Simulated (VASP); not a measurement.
Output of a VASP run:

OUTCAR:
```
 ion  position               nearest neighbor table
   1  0.000  0.000  0.000-
  LATTYP: Found a body centered cubic cell.
 ALAT       =     3.3000000000
 Subroutine PRICEL returns:
 Original cell was already a primitive cell.
 Subroutine GETGRP returns: Found 48 space group operations
The static configuration has the point symmetry O_h .
The dynamic configuration has the point symmetry O_h .
 Subroutine INISYM returns: Found 48 space group operations
 Subroutine IBZKPT returns following result:
 Found    104 irreducible k-points:

 Following reciprocal coordinates:
            Coordinates               Weight
  0.000000  0.000000  0.000000      1.000000
  0.071429  0.000000  0.000000     12.000000
  0.142857  0.000000  0.000000     12.000000
  0.214286  0.000000  0.000000     12.000000
  0.285714  0.000000  0.000000     12.000000
  0.357143  0.000000  0.000000     12.000000
  0.428571  0.000000  0.000000     12.000000
  0.500000  0.000000  0.000000      6.000000
  0.071429  0.071429  0.000000     24.000000
  0.142857  0.071429  0.000000     48.000000
  0.214286  0.071429  0.000000     48.000000
  0.285714  0.071429 -0.000000     48.000000
  0.357143  0.071429  0.000000     48.000000
  0.428571  0.071429  0.000000     48.000000
  0.142857  0.142857  0.000000     24.000000
  0.214286  0.142857 -0.000000     48.000000
  0.285714  0.142857  0.000000     48.000000
  0.357143  0.142857 -0.000000     48.000000
  0.428571  0.142857 -0.000000     24.000000
  0.214286  0.214286  0.000000     24.000000
  0.285714  0.214286 -0.000000     48.000000
  0.357143  0.214286  0.000000     48.000000
  0.285714  0.285714  0.000000     24.000000
  0.357143  0.285714 -0.000000     24.000000
  0.071429  0.071429  0.071429      8.000000
  0.142857  0.071429  0.071429     24.000000
  0.214286  0.071429  0.071429     24.000000
  0.285714  0.071429  0.071429     24.000000
  0.357143  0.071429  0.071429     24.000000
  0.428571  0.071429  0.071429     12.000000
 -0.071429  0.071429  0.071429      6.000000
  0.142857  0.142857  0.071429     24.000000
  0.214286  0.142857  0.071429     48.000000
  0.285714  0.142857  0.071429     48.000000
  0.357143  0.142857  0.071429     48.000000
 -0.142857  0.142857  0.071429     24.000000
  0.214286  0.214286  0.071429     24.000000
  0.285714  0.214286  0.071429     48.000000
  0.357143  0.214286  0.071429     24.000000
 -0.214286  0.214286  0.071429     24.000000
   k-points           NKPTS =    104   k-points in BZ     NKDIM =    104   number of bands    NBANDS=      9
   number of dos      NEDOS =    301   number of ions     NIONS =      1
   total plane-waves  NPLWV =  13824
   dimension x,y,z NGX =    24 NGY =   24 NGZ =   24
   dimension x,y,z NGXF=    48 NGYF=   48 NGZF=   48
   ions per type =               1
   PREC   = accura    normal or accurate (medium, high low for compatibility)
   ISTART =      0    job   : 0-new  1-cont  2-samecut
   ICHARG =      2    charge: 1-file 2-atom 10-const
   ISPIN  =      1    spin polarized calculation?
   LNONCOLLINEAR =      F non collinear calculations
   LSORBIT =      F    spin-orbit coupling
   INIWAV =      1    electr: 0-lowe 1-rand  2-diag
   ENCUT  =  520.0 eV  38.22 Ry    6.18 a.u.   5.31  5.31  5.31*2*pi/ulx,y,z
   NELM   =    100;   NELMIN=  2; NELMDL= -5     # of ELM steps
   EDIFF  = 0.1E-05   stopping-criterion for ELM
   LREAL  =      F    real-space projection
   NLSPLINE    = F    spline interpolate recip. space projectors
   LMAXMIX     =    6 max onsite mixed and CHGCAR
   VOSKOWN=      0    Vosko Wilk Nusair interpolation
   EDIFFG = -.1E-01   stopping-criterion for IOM
   NSW    =     60    number of steps for IOM
   NBLOCK =      1;   KBLOCK =     60    inner block; outer block
   IBRION =      2    ionic relax: 0-MD 1-quasi-New 2-CG
   NFREE  =      1    steps in history (QN), initial steepest desc. (CG)
...
```

OSZICAR:
```
       N       E                     dE             d eps       ncg     rms          rms(c)
DAV:   1     0.493301363552E+02    0.49330E+02   -0.65862E+03  1880   0.117E+03
DAV:   2    -0.909984190959E+01   -0.58430E+02   -0.57720E+02  2418   0.249E+02
DAV:   3    -0.979876619613E+01   -0.69892E+00   -0.66953E+00  2144   0.269E+01
DAV:   4    -0.980464284095E+01   -0.58766E-02   -0.58543E-02  2090   0.185E+00
DAV:   5    -0.980469158076E+01   -0.48740E-04   -0.48737E-04  2102   0.142E-01    0.136E+01
DAV:   6    -0.946795776069E+01    0.33673E+00   -0.37786E-01  1940   0.747E+00    0.659E+00
DAV:   7    -0.936408860918E+01    0.10387E+00   -0.30792E-01  1966   0.641E+00    0.355E-01
DAV:   8    -0.936280262908E+01    0.12860E-02   -0.26873E-03  2039   0.648E-01    0.560E-02
DAV:   9    -0.936282573080E+01   -0.23102E-04   -0.28230E-05  2074   0.640E-02    0.346E-02
DAV:  10    -0.936282283475E+01    0.28961E-05   -0.57842E-06  2023   0.357E-02    0.330E-03
DAV:  11    -0.936282292303E+01   -0.88285E-07   -0.66798E-08   981   0.393E-03
   1 F= -.93628229E+01 E0= -.93629595E+01  d E =-.936282E+01
```

### OUTCAR
```
------------------------ aborting loop because EDIFF is reached ----------------------------------------
  FORCE on cell =-STRESS in cart. coord.  units (eV):
  Direction    XX          YY          ZZ          XY          YZ          ZX
  --------------------------------------------------------------------------------------
  Total        0.0083972      0.0083972      0.0083972      0.0000000     -0.0000000      0.0000000
  in kB        0.7487473      0.7487473      0.7487473      0.0000000     -0.0000000      0.0000000
  external PRESSURE =       0.7487473 kB  Pullay stress =       0.0000000 kB
  volume of cell :       17.97
      direct lattice vectors                 reciprocal lattice vectors
    -1.650000000  1.650000000  1.650000000     0.000000000  0.303030303  0.303030303
     1.650000000 -1.650000000  1.650000000     0.303030303  0.000000000  0.303030303
     1.650000000  1.650000000 -1.650000000     0.303030303  0.303030303  0.000000000
 POSITION                                       TOTAL-FORCE (eV/Angst)
 -----------------------------------------------------------------------------------
      0.00000      0.00000      0.00000         0.000000      0.000000      0.000000
 -----------------------------------------------------------------------------------
    total drift:                               -0.000000      0.000000     -0.000000
  FREE ENERGIE OF THE ION-ELECTRON SYSTEM (eV)
  ---------------------------------------------------
  free  energy   TOTEN  =        -9.3628229230 eV

  energy  without entropy=       -9.3632325170  energy(sigma->0) =       -9.36295945

 reached required accuracy - stopping structural energy minimisation
```
(Selected blocks of OUTCAR.)

POSCAR:
```
Ta
1
   -1.6500000000     1.6500000000     1.6500000000
    1.6500000000    -1.6500000000     1.6500000000
    1.6500000000     1.6500000000    -1.6500000000
Ta
1
Direct
  0.0000000000   0.0000000000   0.0000000000
```

**Question.** Write an INCAR and KPOINTS that could have produced this output.

**Answer.** This is not unique; one that fits is the input of the run itself, optB86b-vdW, plane waves, VASP's PBE PAW potentials (set 64).

File KPOINTS:
```
kpoints
0
gamma
  14 14 14
```

**INCAR**
```
LMAXMIX = 6   ! l cut-off of mixed one-centre charges
LREAL = .False.
PARAM1 = 0.1234
ISMEAR = 1
PARAM2 = 1.0
NSW = 60   ! most ionic steps
EDIFF = 1E-6   ! SCF stop (eV)
ALGO = Normal
LASPH = .True.   ! aspherical one-centre terms
LUSE_VDW = .True.
SYSTEM = Ta
PREC = Accurate
LCHARG = .False.
LWAVE = .False.
GGA = MK
ENCUT = 520   ! plane-wave cut-off (eV)
IBRION = 2   ! conjugate gradients
SIGMA = 0.1
AGGAC = 0.0
EDIFFG = -0.01   ! ionic stop
NELM = 100   ! most electronic steps
ISIF = 3   ! ions, shape and volume
```

POTCAR, in this order: Ta_pv (PBE.64 set). Program: vasp_std.

The compound is Ta in the bcc structure. The cell was not relaxed at this level.
